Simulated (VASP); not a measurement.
**Band gap of CdTe: cutoff, mesh and cell**

How far does the LDA gap of CdTe depend on cutoff, mesh and cell? The starting structure is a measured crystal structure from the Crystallography Open Database. Cell and atoms stay as given unless a step says otherwise.

Calculated with VASP 6.6.1; Kohn-Sham DFT with plane waves and PAW; LDA.

**1. Set-up**

It takes space group F-43m (No. 216, cubic). The conventional cell has a = 6.480 Å, b = 6.480 Å, c = 6.480 Å, α = 90.00°, β = 90.00°, γ = 90.00°. Te has 4 Cd at 2.81 Å nearest. Nearest to Cd lie 4 Te at 2.81 Å. Farther neighbours and most contacts between anions are not listed.

**2. Reference bands**

File INCAR:

```
SYSTEM = CdTe
PREC = Accurate
ENCUT = 350
EDIFF = 1E-06
NELM = 100
ISMEAR = 0
SIGMA = 0.03
LREAL = .FALSE.
ALGO = Normal
GGA = CA
NBANDS = 21
LORBIT = 11
LWAVE = .FALSE.
LCHARG = .FALSE.
KPAR = 4
```

File POSCAR:

```
CdTe
1.0
    0.0000000000      3.2400000000      3.2400000000
    3.2400000000      0.0000000000      3.2400000000
    3.2400000000      3.2400000000      0.0000000000
Te Cd
1 1
Direct
    0.7500000000      0.7500000000      0.7500000000
    0.0000000000      0.0000000000      0.0000000000
```

File KPOINTS:

```
Automatic mesh
0
Gamma
6 6 6
0 0 0
```

File KPOINTS_OPT:

```
Line mode
10
Line-mode
Reciprocal
  0.00000000   0.00000000   0.00000000 GAMMA
  0.50000000   0.00000000   0.50000000 X

  0.50000000   0.00000000   0.50000000 X
  0.50000000   0.25000000   0.75000000 W

  0.50000000   0.25000000   0.75000000 W
  0.37500000   0.37500000   0.75000000 K

  0.37500000   0.37500000   0.75000000 K
  0.00000000   0.00000000   0.00000000 GAMMA

  0.00000000   0.00000000   0.00000000 GAMMA
  0.50000000   0.50000000   0.50000000 L

  0.50000000   0.50000000   0.50000000 L
  0.62500000   0.25000000   0.62500000 U

  0.62500000   0.25000000   0.62500000 U
  0.50000000   0.25000000   0.75000000 W

  0.50000000   0.25000000   0.75000000 W
  0.50000000   0.50000000   0.50000000 L

  0.50000000   0.50000000   0.50000000 L
  0.37500000   0.37500000   0.75000000 K

  0.62500000   0.25000000   0.62500000 U
  0.50000000   0.00000000   0.50000000 X
```

The projector-augmented-wave data sets are Te and Cd (LDA family, release 64).

Started as:

```
$ mpirun -np 4 vasp_std
```

Output:

```text
[banner, memory and clock lines left out]
running    4 mpi-ranks, on    1 nodes
 distrk:  each k-point on    1 cores,    4 groups
 distr:  one band on    1 cores,    1 groups

 POSCAR found type information on POSCAR TeCd
 POSCAR found :  2 types and       2 ions
 LDA part: xc-table for (Slater(with rela. corr.)+CA(PZ))
 , standard interpolation
 POSCAR, INCAR and KPOINTS ok, starting setup
 FFT: planning ... GRIDC
 FFT: planning ... GRID_SOFT
 FFT: planning ... GRID
 WAVECAR not read
 entering main loop
       N       E                     dE             d eps       ncg     rms          rms(c)
DAV:   1     0.801759637875E+02    0.80176E+02   -0.66523E+03   704   0.543E+02
DAV:   2    -0.315566356751E+01   -0.83332E+02   -0.79801E+02   775   0.168E+02
DAV:   3    -0.625005460864E+01   -0.30944E+01   -0.30819E+01   790   0.327E+01
DAV:   4    -0.628033642601E+01   -0.30282E-01   -0.30279E-01   892   0.291E+00
DAV:   5    -0.628046121419E+01   -0.12479E-03   -0.12479E-03   805   0.147E-01    0.577E+00
DAV:   6    -0.606129229478E+01    0.21917E+00   -0.25360E-01   771   0.560E+00    0.463E+00
DAV:   7    -0.603770954721E+01    0.23583E-01   -0.74893E-02   790   0.154E+00    0.171E+00
DAV:   8    -0.603566258822E+01    0.20470E-02   -0.97628E-03   767   0.892E-01    0.337E-01
DAV:   9    -0.603542783154E+01    0.23476E-03   -0.78192E-04   780   0.256E-01    0.784E-02
DAV:  10    -0.603541951364E+01    0.83179E-05   -0.71484E-05   777   0.776E-02    0.468E-02
DAV:  11    -0.603542279768E+01   -0.32840E-05   -0.18736E-05   762   0.301E-02    0.321E-02
DAV:  12    -0.603542227870E+01    0.51898E-06   -0.11793E-06   708   0.940E-03
   1 F= -.60354223E+01 E0= -.60354223E+01  d E =-.164476E-14
 Start KPOINTS_OPT (optional k-point list driver)
k-point batch [1-16\100]
       N       E                     dE             ncg
DAV:   1     0.921121027728E+02   -0.52127E+04      744
DAV:   2    -0.116047986028E+04   -0.12526E+04      765
DAV:   3    -0.120352580393E+04   -0.43046E+02      792
DAV:   4    -0.120393653034E+04   -0.41073E+00      888
DAV:   5    -0.120393961067E+04   -0.30803E-02      819
DAV:   6    -0.120393968826E+04   -0.77587E-04      853
DAV:   7    -0.120393969064E+04   -0.23868E-05      713
DAV:   8    -0.120393969072E+04   -0.71095E-07      591
[...]
k-point batch [97-100\100]
       N       E                     dE             ncg
DAV:   1     0.574407594525E+04   -0.17963E+04      176
DAV:   2     0.540418619898E+04   -0.33989E+03      188
DAV:   3     0.539093243433E+04   -0.13254E+02      203
DAV:   4     0.539081028410E+04   -0.12215E+00      222
DAV:   5     0.539080935930E+04   -0.92480E-03      208
DAV:   6     0.539080933638E+04   -0.22917E-04      198
DAV:   7     0.539080933571E+04   -0.67331E-06      208
```

Wall time 11 s (4 MPI ranks of Intel Xeon Platinum 8259CL at 2.50GHz (Skylake/Cascade Lake), shared host); peak memory 0.63 GiB.

Lines that name or quote the potential files are left out of all logs, and their timing lines are given in words.

Parts of OUTCAR (step 2):

```text
ion  position               nearest neighbor table
   1  0.750  0.750  0.750-   2 2.81   2 2.81   2 2.81   2 2.81
   2  0.000  0.000  0.000-   1 2.81   1 2.81   1 2.81   1 2.81

  LATTYP: Found a face centered cubic cell.
 ALAT       =     6.4800000000

 Subroutine GETGRP returns: Found 24 space group operations
 (whereof 24 operations were pure point group operations)

The static configuration has the point symmetry T_d .

 Found     16 irreducible k-points:

   k-points           NKPTS =     16   k-points in BZ     NKDIM =     16   number of bands    NBANDS=     21

   dimension x,y,z NGX =    28 NGY =   28 NGZ =   28
   dimension x,y,z NGXF=    56 NGYF=   56 NGZF=   56

   ENCUT  =  350.0 eV  25.72 Ry    5.07 a.u.   6.99  6.99  6.99*2*pi/ulx,y,z

   NELECT =      18.0000    total number of electrons

 k-points in reciprocal lattice and weights: Automatic mesh
   0.00000000  0.00000000  0.00000000       0.005
   0.16666667  0.00000000  0.00000000       0.037
   0.33333333  0.00000000  0.00000000       0.037
   0.50000000  0.00000000  0.00000000       0.019
   0.16666667  0.16666667  0.00000000       0.028
   0.33333333  0.16666667  0.00000000       0.111
   0.50000000  0.16666667  0.00000000       0.111
  -0.33333333  0.16666667  0.00000000       0.111
  -0.16666667  0.16666667  0.00000000       0.056
[...]
-0.33333333  0.33333333  0.16666667       0.111
  -0.33333333  0.50000000  0.16666667       0.056

 average (electrostatic) potential at core
       1 -92.3038       2 -39.8417

 E-fermi :   2.3160

 k-point     1 :       0.0000    0.0000    0.0000
  band No.  band energies     occupation
    ...
      5      -5.8545      2.00000
      6      -5.8545      2.00000
      7       2.1640      2.00000
      8       2.1640      2.00000
      9       2.1640      2.00000
     10       2.7114      0.00000
     11       6.6602      0.00000
     12       6.6602      0.00000
     13       6.6602      0.00000
     14       9.3755      0.00000
    ...

 k-point     2 :       0.1667    0.0000    0.0000
  band No.  band energies     occupation
    ...
      5      -5.8561      2.00000
      6      -5.8561      2.00000
      7       0.3553      2.00000
      8       1.9312      2.00000
      9       1.9312      2.00000
     10       3.8618      0.00000
     11       6.7512      0.00000
     12       7.0003      0.00000
     13       7.0003      0.00000
     14      10.3860      0.00000
    ...

 k-point     3 :       0.3333    0.0000    0.0000
  band No.  band energies     occupation
    ...
      5      -5.8526      2.00000
      6      -5.7618      2.00000
      7      -1.4930      2.00000
      8       1.5437      2.00000
      9       1.5437      2.00000
     10       3.9271      0.00000
     11       7.2882      0.00000
     12       7.2882      0.00000
     13       8.2514      0.00000
     14      10.0213      0.00000
    ...

  Total       -0.6227134     -0.6227134     -0.6227134      0.0000000      0.0000000      0.0000000
  in kB      -14.6667463    -14.6667463    -14.6667463      0.0000000      0.0000000      0.0000000
  external PRESSURE =     -14.6667463 kB  Pullay stress =       0.0000000 kB

  energy-cutoff  :      350.00
  volume of cell :       68.02
      direct lattice vectors                 reciprocal lattice vectors
     0.000000000  3.240000000  3.240000000    -0.154320988  0.154320988  0.154320988
     3.240000000  0.000000000  3.240000000     0.154320988 -0.154320988  0.154320988
     3.240000000  3.240000000  0.000000000     0.154320988  0.154320988 -0.154320988

 POSITION                                       TOTAL-FORCE (eV/Angst)
 -----------------------------------------------------------------------------------
      4.86000      4.86000      4.86000        -0.000000      0.000000     -0.000000
      0.00000      0.00000      0.00000         0.000000      0.000000      0.000000
 -----------------------------------------------------------------------------------
    total drift:                                0.000000      0.000000      0.000000

  FREE ENERGIE OF THE ION-ELECTRON SYSTEM (eV)
  ---------------------------------------------------
  free  energy   TOTEN  =        -6.0354222787 eV

  energy  without entropy=       -6.0354222787  energy(sigma->0) =       -6.03542228

 total charge
# of ion       s       p       d       tot
------------------------------------------
    1        1.358   2.050   0.023   3.430
    2        0.483   0.322   9.505  10.310
--------------------------------------------------
tot          1.841   2.371   9.528  13.740

[... 3 further parts left out ...]
```

Spin-orbit coupling is off here; with elements this heavy it can split and shift levels by tenths of an eV.

The reference gap is 0.547 eV.

**3. Bands with cell and atoms relaxed by LDA**

Against step 2 the input has another starting structure. The cell comes from a relaxation at this level, not shown (66.12 Å³).

INCAR is that of step 2.

File POSCAR:

```
CdTe
1.0
    0.0000000000      3.2094399370      3.2094399370
    3.2094399370      0.0000000000      3.2094399370
    3.2094399370      3.2094399370      0.0000000000
Te Cd
1 1
Direct
    0.7500000000      0.7500000000      0.7500000000
    0.0000000000      0.0000000000      0.0000000000
```

KPOINTS is that of step 2.

KPOINTS_OPT is that of step 2.

Started as:

```
$ mpirun -np 4 vasp_std
```

Output:

```text
[... set-up lines as in an earlier step ...]
 entering main loop
       N       E                     dE             d eps       ncg     rms          rms(c)
DAV:   1     0.856936571080E+02    0.85694E+02   -0.64754E+03   688   0.540E+02
DAV:   2    -0.296610971863E+01   -0.88660E+02   -0.84403E+02   767   0.174E+02
DAV:   3    -0.625596621320E+01   -0.32899E+01   -0.32771E+01   823   0.340E+01
DAV:   4    -0.628726119272E+01   -0.31295E-01   -0.31292E-01   882   0.300E+00
[...]
DAV:  10    -0.604221299944E+01    0.77615E-05   -0.70395E-05   777   0.747E-02    0.462E-02
DAV:  11    -0.604221599723E+01   -0.29978E-05   -0.18018E-05   747   0.302E-02    0.278E-02
DAV:  12    -0.604221553971E+01    0.45751E-06   -0.98712E-07   633   0.939E-03
   1 F= -.60422155E+01 E0= -.60422155E+01  d E =-.258160E-24
 Start KPOINTS_OPT (optional k-point list driver)
k-point batch [1-16\100]
       N       E                     dE             ncg
DAV:   1     0.282421744739E+03   -0.49330E+04      704
DAV:   2    -0.110233112425E+04   -0.13848E+04      775
DAV:   3    -0.115252182321E+04   -0.50191E+02      797
DAV:   4    -0.115296886211E+04   -0.44704E+00      884
DAV:   5    -0.115297149564E+04   -0.26335E-02      846
DAV:   6    -0.115297155511E+04   -0.59463E-04      856
DAV:   7    -0.115297155676E+04   -0.16478E-05      745
DAV:   8    -0.115297155680E+04   -0.49258E-07      555
[...]
k-point batch [97-100\100]
       N       E                     dE             ncg
DAV:   1     0.581699113328E+04   -0.19529E+04      176
DAV:   2     0.547672955261E+04   -0.34026E+03      188
DAV:   3     0.546422289226E+04   -0.12507E+02      211
DAV:   4     0.546409841871E+04   -0.12447E+00      220
DAV:   5     0.546409815250E+04   -0.26621E-03      203
DAV:   6     0.546409814845E+04   -0.40493E-05      199
DAV:   7     0.546409814838E+04   -0.70278E-07      176
```

Elapsed: 11 s, on 4 MPI ranks; peak memory 0.58 GiB.

OUTCAR, selected parts (step 3):

```text
  Total       -0.1007158     -0.1007158     -0.1007158     -0.0000000     -0.0000000      0.0000000
  in kB       -2.4405657     -2.4405657     -2.4405657     -0.0000000     -0.0000000      0.0000000
  external PRESSURE =      -2.4405657 kB  Pullay stress =       0.0000000 kB

 POSITION                                       TOTAL-FORCE (eV/Angst)
 -----------------------------------------------------------------------------------
      4.81416      4.81416      4.81416        -0.000000     -0.000000     -0.000000
      0.00000      0.00000      0.00000         0.000000      0.000000      0.000000
 -----------------------------------------------------------------------------------
    total drift:                                0.000000      0.000000      0.000001

  FREE ENERGIE OF THE ION-ELECTRON SYSTEM (eV)
  ---------------------------------------------------
  free  energy   TOTEN  =        -6.0422155397 eV

  energy  without entropy=       -6.0422155397  energy(sigma->0) =       -6.04221554

[... 1 part as in an earlier step ...]

[... 2 further parts left out ...]
[key lines of the parts left out:]
E-fermi :   2.6402
```

With cell and atoms relaxed by LDA the gap is 0.634 eV, +0.087 eV from the reference.

**4. Bands with no band path**

Against step 2 the input has no band path (also changed: NBANDS).

Changes to INCAR since step 3:

```diff
@@ -10,3 +10,3 @@
 GGA = CA
-NBANDS = 21
+NBANDS = 15
 LORBIT = 11
```

File POSCAR:

```
CdTe
1.0
    0.0000000000      3.2400000000      3.2400000000
    3.2400000000      0.0000000000      3.2400000000
    3.2400000000      3.2400000000      0.0000000000
Te Cd
1 1
Direct
    0.7500000000      0.7500000000      0.7500000000
    0.0000000000      0.0000000000      0.0000000000
```

KPOINTS is that of step 3.

Started as:

```
$ mpirun -np 4 vasp_std
```

Output:

```text
[... set-up lines as in an earlier step ...]
 entering main loop
       N       E                     dE             d eps       ncg     rms          rms(c)
DAV:   1     0.774386948771E+02    0.77439E+02   -0.66397E+03   496   0.746E+02
DAV:   2    -0.360344718037E+01   -0.81042E+02   -0.78436E+02   585   0.220E+02
DAV:   3    -0.625332874571E+01   -0.26499E+01   -0.26471E+01   585   0.409E+01
DAV:   4    -0.628040859472E+01   -0.27080E-01   -0.27079E-01   727   0.350E+00
[...]
DAV:  10    -0.603541919971E+01    0.92323E-05   -0.86620E-05   587   0.844E-02    0.539E-02
DAV:  11    -0.603542306949E+01   -0.38698E-05   -0.18773E-05   579   0.383E-02    0.313E-02
DAV:  12    -0.603542229864E+01    0.77085E-06   -0.16229E-06   456   0.103E-02
   1 F= -.60354223E+01 E0= -.60354223E+01  d E =-.252049E-21
```

The job ended after 2.8 s (4 MPI ranks; peak memory 0.51 GiB).

OUTCAR, selected parts (step 4):

```text
  Total       -0.6217889     -0.6217889     -0.6217889      0.0000000      0.0000000      0.0000000
  in kB      -14.6449709    -14.6449709    -14.6449709      0.0000000      0.0000000      0.0000000
  external PRESSURE =     -14.6449709 kB  Pullay stress =       0.0000000 kB

 POSITION                                       TOTAL-FORCE (eV/Angst)
 -----------------------------------------------------------------------------------
      4.86000      4.86000      4.86000        -0.000000     -0.000000      0.000000
      0.00000      0.00000      0.00000         0.000000      0.000000     -0.000000
 -----------------------------------------------------------------------------------
    total drift:                                0.000000      0.000000      0.000000

  FREE ENERGIE OF THE ION-ELECTRON SYSTEM (eV)
  ---------------------------------------------------
  free  energy   TOTEN  =        -6.0354222986 eV

  energy  without entropy=       -6.0354222986  energy(sigma->0) =       -6.03542230

[... 1 part as in an earlier step ...]

[... 2 further parts left out ...]
[key lines of the parts left out:]
E-fermi :   2.3569
```

With no band path the gap is 0.547 eV, +0.000 eV from the reference, read on the mesh alone.

[end of part 1 of 2]

[Lines on the potential files, build, host, timing and source positions are cut from VASP's logs without a mark.]

[Logs are printed without paths, hosts, clocks, repeated set-up lines and the standing remarks that a program may print on its own settings, such as how far it seeks lower states.]

[Hosts, paths, dates, database ids (printed as entryN), source tags and the programs' standing remarks are cut or masked in the printed files.]
